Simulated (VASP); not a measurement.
# The low-index faces of Os, part 4 of 5

How do surface energy, work function and relaxation of Os depend on the face?

VASP 6.6.1; PBEsol; plane waves and PAW (Os).

So far. Step 4 (Surface relaxation, 8 atoms, face Os(0001)): The run ended after 9 ionic steps, 0.094 eV below its first step, once the forces on the free atoms met EDIFFG = -0.03. Step 5 (Potential and states of the slab, 8 atoms, face …): The vacuum level lies 5.42 eV above the Fermi level at the upper face; both faces agree, as the slab has next to no dipole.

## Step 6: Relaxing the slab, 12 atoms, face Os(10-10)

System of this step: Os(10-10). The cell holds 12 atoms: 12 Os. Its edges and angles: a = 2.729 Å, b = 4.311 Å, c = 27.605 Å, α = 90.0°, β = 90.0°, γ = 90.0°. It derives from Os. 12 layers of hcp Os, cut at this functional's lattice. Vacuum lies along c.

INCAR reads:

```
SYSTEM = Os
PREC = Normal
ENCUT = 320
EDIFF = 1E-05
NELM = 120
ISMEAR = 1
SIGMA = 0.15
LREAL = .FALSE.
ALGO = Fast
GGA = PS
NBANDS = 60
LASPH = .TRUE.
LORBIT = 11
LWAVE = .FALSE.
LCHARG = .FALSE.
KPAR = 4
IBRION = 2
NSW = 40
ISIF = 2
EDIFFG = -0.03
POTIM = 0.4
MAXMIX = 40
```

POSCAR reads:

```
Os
1.0
    2.7290302526      0.0000000000      0.0000000000
    0.0000000000      4.3111701926      0.0000000000
    0.0000000000      0.0000000000     27.6048508077
Os
12
Direct
    0.0000000000      0.0000000000      0.2716913800
    0.5000000000      0.0000000000      0.3573071100
    0.5000000000      0.5000000000      0.3002299600
    0.0000000000      0.0000000000      0.4429228400
    0.0000000000      0.5000000000      0.3858456900
    0.5000000000      0.0000000000      0.5285385800
    0.5000000000      0.5000000000      0.4714614200
    0.0000000000      0.0000000000      0.6141543100
    0.0000000000      0.5000000000      0.5570771600
    0.5000000000      0.0000000000      0.6997700400
    0.5000000000      0.5000000000      0.6426928900
    0.0000000000      0.5000000000      0.7283086200
```

KPOINTS reads:

```
Automatic mesh
0
Gamma
11 7 1
0 0 0
```

PAW data sets: Os (PBE family, release 64).

Run with:

```sh
$ mpirun -np 4 vasp_std
```

Output:

```text
[banner, memory and clock lines left out]
running    4 mpi-ranks, on    1 nodes
 distrk:  each k-point on    1 cores,    4 groups
 distr:  one band on    1 cores,    1 groups

 POSCAR found type information on POSCAR Os
 POSCAR found :  1 types and      12 ions
 [... a notice as in an earlier step ...]

 LDA part: xc-table for (Slater+PW92), standard interpolation
 POSCAR, INCAR and KPOINTS ok, starting setup
 FFT: planning ... GRIDC
 FFT: planning ... GRID_SOFT
 FFT: planning ... GRID
 WAVECAR not read
 entering main loop
       N       E                     dE             d eps       ncg     rms          rms(c)
DAV:   1     0.512639641792E+03    0.51264E+03   -0.32844E+04  2896   0.965E+02
DAV:   2    -0.884868798772E+02   -0.60113E+03   -0.55821E+03  3376   0.376E+02
DAV:   3    -0.146649874563E+03   -0.58163E+02   -0.55088E+02  3808   0.937E+01
DAV:   4    -0.150199092412E+03   -0.35492E+01   -0.34495E+01  4204   0.215E+01
DAV:   5    -0.150346237041E+03   -0.14714E+00   -0.14450E+00  4384   0.364E+00    0.593E+01
RMM:   6    -0.146123715095E+03    0.42225E+01   -0.13308E+01  3018   0.138E+01    0.250E+01
RMM:   7    -0.258211274618E+03   -0.11209E+03   -0.20933E+02  4777   0.389E+01    0.615E+01
RMM:   8    -0.152580710041E+03    0.10563E+03   -0.36411E+01  3596   0.208E+01    0.218E+01
RMM:   9    -0.141658157736E+03    0.10923E+02   -0.28051E+01  3674   0.119E+01    0.645E+00
RMM:  10    -0.140934857311E+03    0.72330E+00   -0.45366E+00  3343   0.703E+00    0.362E+00
RMM:  11    -0.141001063398E+03   -0.66206E-01   -0.12463E+00  3917   0.309E+00    0.246E+00
RMM:  12    -0.141015045784E+03   -0.13982E-01   -0.15368E-01  3801   0.101E+00    0.230E+00
RMM:  13    -0.141087644794E+03   -0.72599E-01   -0.12474E-01  3292   0.991E-01    0.209E+00
RMM:  14    -0.141045400539E+03    0.42244E-01   -0.36650E-02  3298   0.685E-01    0.152E+00
RMM:  15    -0.141030832298E+03    0.14568E-01   -0.19064E-02  3397   0.385E-01    0.139E+00
RMM:  16    -0.141001240767E+03    0.29592E-01   -0.14563E-02  3617   0.297E-01    0.954E-01
RMM:  17    -0.140985425163E+03    0.15816E-01   -0.23673E-02  3736   0.323E-01    0.385E-01
RMM:  18    -0.140985870418E+03   -0.44526E-03   -0.27769E-03  3559   0.168E-01    0.353E-01
RMM:  19    -0.140983852409E+03    0.20180E-02   -0.38563E-03  3781   0.129E-01    0.132E-01
RMM:  20    -0.140983706112E+03    0.14630E-03   -0.18356E-03  3901   0.865E-02    0.377E-02
RMM:  21    -0.140983724263E+03   -0.18151E-04   -0.20191E-04  3321   0.391E-02    0.186E-02
RMM:  22    -0.140983736076E+03   -0.11812E-04   -0.49924E-05  2187   0.190E-02    0.169E-02
RMM:  23    -0.140983746743E+03   -0.10668E-04   -0.12559E-05  1714   0.135E-02    0.134E-02
RMM:  24    -0.140983751961E+03   -0.52181E-05   -0.66500E-06  1673   0.979E-03
   1 F= -.14098375E+03 E0= -.14098042E+03  d E =-.140984E+03
 curvature:   0.00 expect dE= 0.000E+00 dE for cont linesearch  0.000E+00
 trial: gam= 0.00000 g(F)=  0.259E+00 g(S)=  0.000E+00 ort = 0.000E+00 (trialstep = 0.100E+01)
 search vector abs. value=  0.259E+00
 bond charge predicted
       N       E                     dE             d eps       ncg     rms          rms(c)
DAV:   1    -0.141147528327E+03   -0.16378E+00   -0.47557E+01  2880   0.227E+01    0.133E+00
RMM:   2    -0.141210452416E+03   -0.62924E-01   -0.30347E-01  2969   0.301E+00    0.184E+00
RMM:   3    -0.141214677329E+03   -0.42249E-02   -0.11516E-01  3458   0.905E-01    0.150E+00
RMM:   4    -0.141162525961E+03    0.52151E-01   -0.45346E-02  3114   0.708E-01    0.744E-01
RMM:   5    -0.141165504562E+03   -0.29786E-02   -0.11232E-02  3435   0.377E-01    0.503E-01
RMM:   6    -0.141164535357E+03    0.96920E-03   -0.49902E-03  3588   0.176E-01    0.307E-01
RMM:   7    -0.141163162286E+03    0.13731E-02   -0.38604E-03  3556   0.136E-01    0.137E-01
RMM:   8    -0.141163227539E+03   -0.65253E-04   -0.13281E-03  3908   0.752E-02    0.755E-02
RMM:   9    -0.141163266854E+03   -0.39315E-04   -0.12924E-04  2720   0.282E-02    0.422E-02
RMM:  10    -0.141163302860E+03   -0.36006E-04   -0.28015E-05  1899   0.168E-02    0.222E-02
RMM:  11    -0.141163339979E+03   -0.37118E-04   -0.13874E-05  1745   0.134E-02    0.210E-02
RMM:  12    -0.141163360791E+03   -0.20813E-04   -0.63306E-06  1700   0.957E-03    0.144E-02
RMM:  13    -0.141163377863E+03   -0.17072E-04   -0.51024E-06  1665   0.747E-03    0.744E-03
RMM:  14    -0.141163410580E+03   -0.32717E-04   -0.64179E-06  1672   0.689E-03    0.104E-02
RMM:  15    -0.141163428462E+03   -0.17882E-04   -0.26388E-06  1614   0.614E-03    0.598E-03
RMM:  16    -0.141163433159E+03   -0.46963E-05   -0.11867E-06  1059   0.382E-03
   2 F= -.14116343E+03 E0= -.14115990E+03  d E =-.179681E+00
[... from here on, the cycles between the ionic steps are left out ...]
   3 F= -.14118783E+03 E0= -.14118350E+03  d E =-.204078E+00
   4 F= -.14118792E+03 E0= -.14118357E+03  d E =-.204170E+00
   5 F= -.14119284E+03 E0= -.14118831E+03  d E =-.492198E-02
   6 F= -.14119341E+03 E0= -.14118879E+03  d E =-.548974E-02
   7 F= -.14119509E+03 E0= -.14119048E+03  d E =-.168129E-02
   8 F= -.14119791E+03 E0= -.14119337E+03  d E =-.450133E-02
   9 F= -.14119809E+03 E0= -.14119357E+03  d E =-.467612E-02
  10 F= -.14119825E+03 E0= -.14119369E+03  d E =-.166252E-03
 trial-energy change:   -0.000166  1 .order   -0.000116   -0.000926    0.000694
 step:   1.3155(harm=  1.2209)  dis= 0.00289  next Energy=  -141.198384 (dE=-0.297E-03)
 bond charge predicted
       N       E                     dE             d eps       ncg     rms          rms(c)
DAV:   1    -0.141198387951E+03   -0.12710E-03   -0.81844E-02  2944   0.980E-01    0.565E-02
RMM:   2    -0.141198385453E+03    0.24981E-05   -0.40441E-04  2928   0.139E-01    0.954E-03
RMM:   3    -0.141198397884E+03   -0.12432E-04   -0.10755E-04  2941   0.362E-02    0.128E-02
RMM:   4    -0.141198399382E+03   -0.14980E-05   -0.17792E-05  1738   0.162E-02
  11 F= -.14119840E+03 E0= -.14119384E+03  d E =-.311785E-03
 curvature:  -0.94 expect dE=-0.625E-05 dE for cont linesearch -0.795E-06
 trial: gam=-0.02071 g(F)=  0.664E-05 g(S)=  0.000E+00 ort = 0.239E-04 (trialstep = 0.197E+01)
 search vector abs. value=  0.594E-05
 reached required accuracy - stopping structural energy minimisation
```

The job ended after 2.7 min (4 MPI ranks of Intel Xeon 6975P-C (Granite Rapids), shared host; peak memory 1.1 GiB).

From OUTCAR (step 6):

```text
   k-points           NKPTS =     24   k-points in BZ     NKDIM =     24   number of bands    NBANDS=     60

   ENCUT  =  320.0 eV  23.52 Ry    4.85 a.u.   3.98  6.29 40.26*2*pi/ulx,y,z

   NELECT =      96.0000    total number of electrons

 E-fermi :   2.3424

 k-point     1 :       0.0000    0.0000    0.0000
  band No.  band energies     occupation
    ...
     48       1.3041      2.00000
     49       1.3184      2.00000
     50       1.5044      2.00000
     51       1.5129      2.00000
     52       2.3373      1.05819
     53       2.3968      0.42875
     54       2.4251      0.20592
     55       2.7953     -0.00017
     56       3.3722     -0.00000
     57       3.5694     -0.00000
    ...

  Total       -8.5747771     -5.7497140     -1.1996703      0.0000000      0.0000000      0.0000000
  in kB      -42.3004026    -28.3640279     -5.9181173      0.0000000      0.0000000      0.0000000
  external PRESSURE =     -25.5275159 kB  Pullay stress =       0.0000000 kB

 POSITION                                       TOTAL-FORCE (eV/Angst)
 -----------------------------------------------------------------------------------
      0.00000      0.00000      7.62107         0.000000      0.000000     -0.001607
      1.36452      0.00000      9.85369         0.000000      0.000000     -0.004458
      1.36452      2.15559      8.27716         0.000000      0.000000      0.007400
      0.00000      0.00000     12.23458         0.000000      0.000000     -0.000038
      0.00000      2.15559     10.63968         0.000000      0.000000      0.002056
      1.36452      0.00000     14.58324         0.000000      0.000000     -0.002147
      1.36452      2.15559     13.02161         0.000000      0.000000      0.002147
      0.00000      0.00000     16.96517         0.000000      0.000000     -0.002056
      0.00000      2.15559     15.37027         0.000000      0.000000      0.000038
      1.36452      0.00000     19.32769         0.000000      0.000000     -0.007400
      1.36452      2.15559     17.75116         0.000000      0.000000      0.004458
      0.00000      2.15559     19.98378         0.000000      0.000000      0.001607
 -----------------------------------------------------------------------------------
    total drift:                                0.000000      0.000000      0.000000

  FREE ENERGIE OF THE ION-ELECTRON SYSTEM (eV)
  ---------------------------------------------------
  free  energy   TOTEN  =      -141.1983993824 eV

  energy  without entropy=     -141.1847358911  energy(sigma->0) =     -141.19384489

[... 1 part as in an earlier step ...]

[... 15 further parts left out ...]
```

CONTCAR:

```
Os
   1.00000000000000
     2.7290302525999999    0.0000000000000000    0.0000000000000000
     0.0000000000000000    4.3111701925999997    0.0000000000000000
     0.0000000000000000    0.0000000000000000   27.6048508077000001
  Os
    12
Direct
     0.0000000000000000    0.0000000000000000    0.2760771123332716
     0.5000000000000000    0.0000000000000000    0.3569551777046540
     0.5000000000000000    0.5000000000000000    0.2998445346982526
     0.0000000000000000    0.0000000000000000    0.4432040640616765
     0.0000000000000000    0.5000000000000000    0.3854280561300575
     0.5000000000000000    0.0000000000000000    0.5282855214782539
     0.5000000000000000    0.5000000000000000    0.4717144785217460
     0.0000000000000000    0.0000000000000000    0.6145719438699425
     0.0000000000000000    0.5000000000000000    0.5567959359383238
     0.5000000000000000    0.0000000000000000    0.7001554653017472
     0.5000000000000000    0.5000000000000000    0.6430448222953459
     0.0000000000000000    0.5000000000000000    0.7239228876667281
```

The run keeps the 8 symmetry operations of its start, so it cannot find a distortion of lower symmetry.

Relaxation path:

```
step  energy less that of the first step (eV)  largest force (eV/Å)
   1                                   0.0000                1.5669
   2                                  -0.1797                0.6333
   3                                  -0.2041                0.1870
   4                                  -0.2042                0.2093
   5                                  -0.2091                0.0791
   6                                  -0.2097                0.1016
   7                                  -0.2113                0.0742
   8                                  -0.2142                0.0383
   9                                  -0.2143                0.0444
  10                                  -0.2145                0.0323
  11                                  -0.2146                0.0074
```

The atoms that moved most (Å):

| atom | dx | dy | dz | length |
| --- | --- | --- | --- | --- |
| Os1 | 0.000 | 0.000 | 0.121 | 0.121 |
| Os12 | 0.000 | 0.000 | -0.121 | 0.121 |
| Os8 | 0.000 | 0.000 | 0.012 | 0.012 |
| Os5 | 0.000 | 0.000 | -0.012 | 0.012 |
| Os3 | 0.000 | 0.000 | -0.011 | 0.011 |
| Os10 | 0.000 | 0.000 | 0.011 | 0.011 |
| Os2 | 0.000 | 0.000 | -0.010 | 0.010 |
| Os11 | 0.000 | 0.000 | 0.010 | 0.010 |

The relaxed structure:

```
Os
1.0
     2.72903    0.00000    0.00000
     0.00000    4.31117    0.00000
     0.00000    0.00000   27.60485
Os
12
Direct
  0.00000 0.00000 0.27608
  0.50000 0.00000 0.35696
  0.50000 0.50000 0.29984
  0.00000 0.00000 0.44320
  0.00000 0.50000 0.38543
  0.50000 0.00000 0.52829
  0.50000 0.50000 0.47171
  0.00000 0.00000 0.61457
  0.00000 0.50000 0.55680
  0.50000 0.00000 0.70016
  0.50000 0.50000 0.64304
  0.00000 0.50000 0.72392
```

Numbers from this step:

```yaml
electronic_cycles: 88
electrons: 96
free_energy_toten: -141.1984 eV
energy_at_zero_smearing: -141.1938 eV
fermi_energy: 2.342 eV
```

The run ended after 11 ionic steps, 0.215 eV below its first step, once the forces on the free atoms met EDIFFG = -0.03.

(Continued in part 5 of 5.)

[Lines on the potential files, build, host, timing and source positions are cut from VASP's logs without a mark.]

[Logs are printed without paths, hosts, clocks, repeated set-up lines and the standing remarks that a program may print on its own settings, such as how far it seeks lower states.]

[Hosts, paths, dates, database ids (printed as entryN), source tags and the programs' standing remarks are cut or masked in the printed files.]

[Runs that stopped without an error message from VASP are left out.]
